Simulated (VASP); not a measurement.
Energy against volume of Ir (fcc). Computed with PBE GGA, VASP's PBE PAW potentials (set 64) (plane waves; VASP). Numerical set-up: 520 eV cut-off, 16×16×16 Γ-centred mesh, first-order Methfessel-Paxton smearing of 0.10 eV, potentials Ir.

```csv
V (Å³/atom),E (eV/atom)
13.641,-8.77346
14.076,-8.82436
14.512,-8.84082
14.947,-8.82858
```

### Question
Fit these four points and predict the energy of the run at 15.383 Å³/atom.

### Answer
A cubic in V^(−2/3), the third-order Birch-Murnaghan form, passes through the four points with V0 = 14.53 Å³/atom and B0 = 348 GPa, and gives -8.7925 eV/atom there. The run gave -8.7925 eV/atom, -0.0 meV/atom from the fit; all five points give B0 = 348 GPa.

The compound is Ir in the fcc structure. It was relaxed first.
